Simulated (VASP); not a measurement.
# LiGeN (P6_3mc) in VASP: single point with r2SCAN

Aim: the single point of LiGeN with r2SCAN.

Everything below comes from runs of VASP 6.6.1. Logs are shortened: lines on timing, memory, paths and dates and some standing lists are left out, and cuts for length are marked.

### 1 The structure

The structure is hexagonal, space group P6_3mc (No. 186). Conventional cell: a = 3.007 Å, b = 3.007 Å, c = 9.709 Å, α = 90.00°, β = 90.00°, γ = 120.00°. Around Li (site symmetry 3m) lie 3 N at 2.15 Å. Ge (site symmetry 3m) is surrounded by 3 N at 2.01 Å. Around N (site symmetry 3m) lie 3 Ge at 2.01 Å and 3 Li at 2.15 Å.

The cell was built by a generator and needn't be a form met in nature.

### 2 Single point, r2SCAN

File INCAR:

```
SYSTEM = LiGeN
PREC = Accurate ; ENCUT = 520
EDIFF = 1E-6 ; ISMEAR = 0
SIGMA = 0.1 ; LREAL = .FALSE.
LASPH = .TRUE. ; NELM = 150
ALGO = Normal ; ISIF = 2
LWAVE = .FALSE. ; LCHARG = .FALSE.
METAGGA = R2SCAN ; LMIXTAU = .TRUE.
NBANDS = 31 ; KPAR = 4
```

File KPOINTS:

```
regular mesh
0
G
  12 12 4
  0 0 0
```

File POSCAR:

```
LiGeN                                   
1.0
    3.0073989017     -0.0000000000     -0.0000000000
   -1.5036994559      2.6044838529      0.0000000000
   -0.0000000000     -0.0000000000      9.7088031387
  Li              Ge              N             
     2     2     2
Direct
     0.0000000000000000    0.0000000000000000    0.2051763332997011
     0.0000000000000000    0.0000000000000000    0.7051763332997009
     0.3333333300000021    0.6666666699999979    0.4701063178413207
     0.6666666699999979    0.3333333300000021    0.9701063178413205
     0.3333333300000021    0.6666666699999979    0.0746889888589836
     0.6666666699999979    0.3333333300000021    0.5746889888589837
```

Potentials or basis: VASP PAW PBE potentials, release 64 (Li_sv, Ge_d, N).

Command:

```sh
$ cat potpaw_PBE.64/Li_sv/POTCAR potpaw_PBE.64/Ge_d/POTCAR potpaw_PBE.64/N/POTCAR > POTCAR
$ mpirun -np 4 vasp_std > vasp.out
```

OUTCAR:

```text
SYSTEM = LiGeN
   PREC = Accurate
   ENCUT = 520
   EDIFF = 1E-6
   ISMEAR = 0
   LREAL = .FALSE.
   LASPH = .TRUE.
   NELM = 150
   ISIF = 2
   METAGGA = R2SCAN

 ion  position               nearest neighbor table
   1  0.000  0.000  0.205-   5 2.15   5 2.15   5 2.15
   2  0.000  0.000  0.705-   6 2.15   6 2.15   6 2.15
   3  0.333  0.667  0.470-   6 2.01   6 2.01   6 2.01
   4  0.667  0.333  0.970-   5 2.01   5 2.01   5 2.01
   5  0.333  0.667  0.075-   4 2.01   4 2.01   4 2.01   1 2.15   1 2.15   1 2.15
   6  0.667  0.333  0.575-   3 2.01   3 2.01   3 2.01   2 2.15   2 2.15   2 2.15

  LATTYP: Found a hexagonal cell.
 ALAT       =     3.0073989017
 C/A-ratio  =     3.2283057406

  Lattice vectors:

 A1 = (   3.0073989017,   0.0000000000,   0.0000000000)
 A2 = (  -1.5036994559,   2.6044838529,   0.0000000000)
 A3 = (   0.0000000000,   0.0000000000,   9.7088031387)

Analysis of symmetry for initial positions (statically):
=====================================================================
 Subroutine PRICEL returns:
 Original cell was already a primitive cell.

 Routine SETGRP: Setting up the symmetry group for a
 hexagonal supercell.

 Subroutine GETGRP returns: Found 12 space group operations
 (whereof  6 operations were pure point group operations)
 out of a pool of 24 trial point group operations.

The static configuration has the point symmetry C_3v.
 The point group associated with its full space group is C_6v.

Analysis of symmetry for dynamics (positions and initial velocities):
=====================================================================
 Subroutine PRICEL returns:
 Original cell was already a primitive cell.

 Routine SETGRP: Setting up the symmetry group for a
 hexagonal supercell.

 Subroutine GETGRP returns: Found 12 space group operations
 (whereof  6 operations were pure point group operations)
 out of a pool of 24 trial point group operations.

The dynamic configuration has the point symmetry C_3v.
 The point group associated with its full space group is C_6v.

 Subroutine INISYM returns: Found 12 space group operations
 (whereof  6 operations are pure point group operations),
 and found     1 'primitive' translations

----------------------------------------------------------------------------------------

                                     Primitive cell

  volume of cell :      76.0464

  direct lattice vectors                    reciprocal lattice vectors
     3.007398902  0.000000000  0.000000000     0.332513256  0.191976618  0.000000000
    -1.503699456  2.604483853  0.000000000     0.000000000  0.383953235  0.000000000
     0.000000000  0.000000000  9.708803139     0.000000000  0.000000000  0.102999308

  length of vectors
     3.007398902  3.007398908  9.708803139     0.383953236  0.383953235  0.102999308

  position of ions in fractional coordinates (direct lattice)
     0.000000000  0.000000000  0.205176333
     0.000000000  0.000000000  0.705176333
     0.333333330  0.666666670  0.470106318
     0.666666670  0.333333330  0.970106318
     0.333333330  0.666666670  0.074688989
     0.666666670  0.333333330  0.574688989

  ion indices of the primitive-cell ions
   primitive index   ion index
                 1           1
                 2           2
                 3           3
                 4           4
                 5           5
                 6           6

----------------------------------------------------------------------------------------

 KPOINTS: regular mesh

Automatic generation of k-mesh.
 Grid dimensions read from file:
 generate k-points for:   12   12    4

 Generating k-lattice:

  Cartesian coordinates                     Fractional coordinates (reciprocal lattice)
     0.027709438  0.015998051  0.000000000     0.083333333  0.000000000  0.000000000
     0.000000000  0.031996103  0.000000000     0.000000000  0.083333333  0.000000000
     0.000000000  0.000000000  0.025749827     0.000000000  0.000000000  0.250000000

  Length of vectors
     0.031996103  0.031996103  0.025749827

  Shift w.r.t. Gamma in fractional coordinates (k-lattice)
     0.000000000  0.000000000  0.000000000

 Subroutine IBZKPT returns following result:
 ===========================================

 Found     57 irreducible k-points:

 Following reciprocal coordinates:
            Coordinates               Weight
  0.000000  0.000000  0.000000      1.000000
  0.083333  0.000000  0.000000      6.000000
  0.166667  0.000000  0.000000      6.000000
  0.250000  0.000000  0.000000      6.000000
  0.333333  0.000000  0.000000      6.000000
  0.416667  0.000000  0.000000      6.000000
[... 16 lines left out ...]
  0.250000  0.000000  0.250000     12.000000
  0.333333  0.000000  0.250000     12.000000
 [... further k-points ...]
   k-points           NKPTS =     57   k-points in BZ     NKDIM =     57   number of bands    NBANDS=     31
   number of dos      NEDOS =    301   number of ions     NIONS =      6
   total plane-waves  NPLWV =  41472
   dimension x,y,z NGX =    24 NGY =   24 NGZ =   72
   dimension x,y,z NGXF=    48 NGYF=   48 NGZF=  144
   ions per type =               2   2   2
   NGX,Y,Z   is equivalent  to a cutoff of  13.27, 13.27, 12.33 a.u.
   NGXF,Y,Z  is equivalent  to a cutoff of  26.53, 26.53, 24.66 a.u.
 SYSTEM =  LiGeN
   PREC   = accura    normal or accurate (medium, high low for compatibility)
   ISTART =      0    job   : 0-new  1-cont  2-samecut
   ICHARG =      2    charge: 1-file 2-atom 10-const
   ISPIN  =      1    spin polarized calculation?
   LNONCOLLINEAR =      F non collinear calculations
   LSORBIT =      F    spin-orbit coupling
   LASPH  =      T    aspherical Exc in radial PAW
   ENCUT  =  520.0 eV  38.22 Ry    6.18 a.u.   5.59  5.59 18.05*2*pi/ulx,y,z
   NELM   =    150;   NELMIN=  2; NELMDL= -5     # of ELM steps
   EDIFF  = 0.1E-05   stopping-criterion for ELM
   LREAL  =      F    real-space projection
   EDIFFG = 0.1E-04   stopping-criterion for IOM
   NSW    =      0    number of steps for IOM
   IBRION =     -1    ionic relax: 0-MD 1-quasi-New 2-CG
   NFREE  =      0    steps in history (QN), initial steepest desc. (CG)
   ISIF   =      2    stress and relaxation
   ISYM   =      2    0-nonsym 1-usesym 2-fastsym
   POTIM  = 0.5000    time-step for ionic-motion
   TEBEG  =    0.0;   TEEND  =   0.0 temperature during run
   PSTRESS=    0.0 pullay stress
   NELECT =      44.0000    total number of electrons
   NUPDOWN=      -1.0000    fix difference up-down
   EMIN   =  10.00;   EMAX   =-10.00  energy-range for DOS
   EFERMI =   0.00;   METHOD = LEGACY
   ISMEAR =     0;   SIGMA  =   0.10  broadening in eV -4-tet -1-fermi 0-gaus
   EFERMI_NEDOS =   21; number of points for ismear=-14 and -15
   IALGO  =     38    algorithm
   IMIX   =      4    mixing-type and parameters
     AMIX     =   0.40;   BMIX     =  1.00
     AMIX_MAG =   1.60;   BMIX_MAG =  1.00
  volume/ion in A,a.u.               =      12.67        85.53
  Fermi-wavevector in a.u.,A,eV,Ry     =   1.364163  2.577894 25.319634  1.860941
  Thomas-Fermi vector in A             =   2.490503
   LORBIT       =      0    0 simple, 1 ext, 2 COOP (PROOUT), +10 PAW based schemes
   METAGGA = R2SCAN    functional components
   LHFCALC =     F    Hartree Fock is set to
   AEXX    =    0.0000 exact exchange contribution
   IVDW    =     0    specifies the selected vdW correction
   LEPSILON=     F    determine dielectric tensor
   LRPA    =     F    only Hartree local field effects (RPA)
 non-spin polarized calculation
 Gauss-broadening in eV      SIGMA  =   0.10
  energy-cutoff  :      520.00
  volume of cell :       76.05
 maximum number of plane-waves:      2078
 NGX is ok and might be reduce to    24
   NGX = 11   NGY = 11   NGZ = 37

 number of electron      44.0000036 magnetization

 Free energy of the ion-electron system (eV)
  ---------------------------------------------------
  ext. energy  EPLUGINS =         0.00000000
  ---------------------------------------------------
  free energy    TOTEN  =       -53.01552593 eV

  energy without entropy =      -53.01552593  energy(sigma->0) =      -53.01552593

 E-fermi :   4.7054     XC(G=0): -10.9598

 val. band max:        4.2388471159   @ k =   0.1667   0.1667   0.0000
 cond. band min:       5.6885551305   @ k =   0.5000   0.0000   0.0000
 fundamental gap:      1.4497080146
 Fermi energy:         4.7053645875

 k-point     1 :       0.0000    0.0000    0.0000
  band No.  band energies     occupation
      1     -42.6178      2.00000
      2     -42.6177      2.00000
      3     -20.3816      2.00000
      4     -20.3816      2.00000
      5     -20.3816      2.00000
      6     -20.3816      2.00000
[... 23 lines left out ...]
     30      13.2296      0.00000
     31      17.8999      0.00000

 k-point     2 :       0.0833    0.0000    0.0000
  band No.  band energies     occupation
      1     -42.6167      2.00000
      2     -42.6166      2.00000
      3     -20.3858      2.00000
      4     -20.3858      2.00000
      5     -20.3750      2.00000
      6     -20.3750      2.00000
[... 23 lines left out ...]
     30      13.3023      0.00000
     31      17.4296      0.00000

 k-point     3 :       0.1667    0.0000    0.0000
  band No.  band energies     occupation
      1     -42.6138      2.00000
      2     -42.6138      2.00000
      3     -20.3980      2.00000
      4     -20.3980      2.00000
      5     -20.3570      2.00000
      6     -20.3570      2.00000
[... 23 lines left out ...]
     30      13.3850      0.00000
     31      16.2175      0.00000

 k-point     4 :       0.2500    0.0000    0.0000
  band No.  band energies     occupation
      1     -42.6099      2.00000
      2     -42.6098      2.00000
      3     -20.4160      2.00000
      4     -20.4160      2.00000
      5     -20.3327      2.00000
      6     -20.3326      2.00000
[... 635 lines left out ...]
     30      13.3468      0.00000
     31      16.2196      0.00000

 k-point    23 :       0.2500    0.0000    0.2500
  band No.  band energies     occupation
      1     -42.6099      2.00000
      2     -42.6098      2.00000
      3     -20.4160      2.00000
      4     -20.4160      2.00000
      5     -20.3327      2.00000
      6     -20.3326      2.00000
[... 23 lines left out ...]
     30      13.2948      0.00000
     31      15.0815      0.00000

 k-point    24 :       0.3333    0.0000    0.2500
  band No.  band energies     occupation
      1     -42.6059      2.00000
      2     -42.6059      2.00000
      3     -20.4352      2.00000
      4     -20.4352      2.00000
      5     -20.3088      2.00000
      6     -20.3088      2.00000
[... 23 lines left out ...]
     30      13.2434      0.00000
     31      13.9693      0.00000

 [... further k-points ...]
[... 5 lines left out ...]
  --------------------------------------------------------------------------------------
  -------------------------------------------------------------------------------------
  Total       -1.5186725     -1.5186725     -1.3244332      0.0000000     -0.0000000      0.0000000
  in kB      -31.9960456    -31.9960458    -27.9037291      0.0000001     -0.0000000      0.0000000
  external PRESSURE =     -30.6319402 kB  Pullay stress =       0.0000000 kB

 VOLUME and BASIS-vectors are now :
 -----------------------------------------------------------------------------
  energy-cutoff  :      520.00
  volume of cell :       76.05
      direct lattice vectors                 reciprocal lattice vectors
     3.007398902  0.000000000  0.000000000     0.332513256  0.191976618  0.000000000
    -1.503699456  2.604483853  0.000000000     0.000000000  0.383953235  0.000000000
     0.000000000  0.000000000  9.708803139     0.000000000  0.000000000  0.102999308

 POSITION                                       TOTAL-FORCE (eV/Angst)
 -----------------------------------------------------------------------------------
      0.00000      0.00000      1.99202        -0.000000     -0.000000     -0.056455
      0.00000      0.00000      6.84642        -0.000000     -0.000000     -0.056455
     -0.00000      1.73632      4.56417         0.000000     -0.000000      0.426707
      1.50370      0.86816      9.41857        -0.000000      0.000000      0.426707
     -0.00000      1.73632      0.72514        -0.000000      0.000000     -0.370252
      1.50370      0.86816      5.57954         0.000000     -0.000000     -0.370252
 -----------------------------------------------------------------------------------
    total drift:                                0.000000      0.000001      0.024790

  FREE ENERGIE OF THE ION-ELECTRON SYSTEM (eV)
  ---------------------------------------------------
  free  energy   TOTEN  =       -53.0155259279 eV

  energy  without entropy=      -53.0155259279  energy(sigma->0) =      -53.01552593
```

It took 2.3 min on 4 MPI ranks of AMD EPYC 9R45 (Zen 5), shared host; peak memory 0.26 GiB.

Results:

```
Free energy            : -53.0155 eV
Largest force          : 0.427 eV/Å
Band gap on the k mesh : 1.45 eV, indirect (least direct gap 2.25 eV)
```

Forces in eV/Å, atoms in the order of the input:
```
Li   0.000  0.000 -0.056
Li   0.000  0.000 -0.056
Ge   0.000  0.000  0.427
Ge   0.000  0.000  0.427
N    0.000  0.000 -0.370
N    0.000  0.000 -0.370
```

Levels at points of the mesh, in eV from the valence-band top:
| k point | band 19 | band 20 | band 21 | band 22 | band 23 | band 24 | band 25 | band 26 |
| --- | --- | --- | --- | --- | --- | --- | --- | --- |
| (0.00, 0.00, 0.00) | -1.08 | -1.07 | -1.07 | -0.43 | 2.92 | 4.05 | 7.25 | 7.77 |
| (0.50, 0.00, 0.00) | -2.73 | -2.69 | -1.21 | -0.83 | 1.45 | 2.51 | 5.23 | 5.70 |
| (0.00, 0.00, 0.50) | -1.08 | -1.08 | -1.08 | -1.08 | 3.62 | 3.62 | 7.53 | 7.53 |
| (0.50, 0.00, 0.50) | -2.71 | -2.71 | -1.04 | -1.04 | 2.01 | 2.01 | 5.62 | 5.62 |

Caveat: the cutoff is under 1.25 times the usual one of these potentials, so pressure, stress and relaxed cells hold a basis-set (Pulay) error; the PAW data sets were made with another functional, which shifts forces and pressure a little.
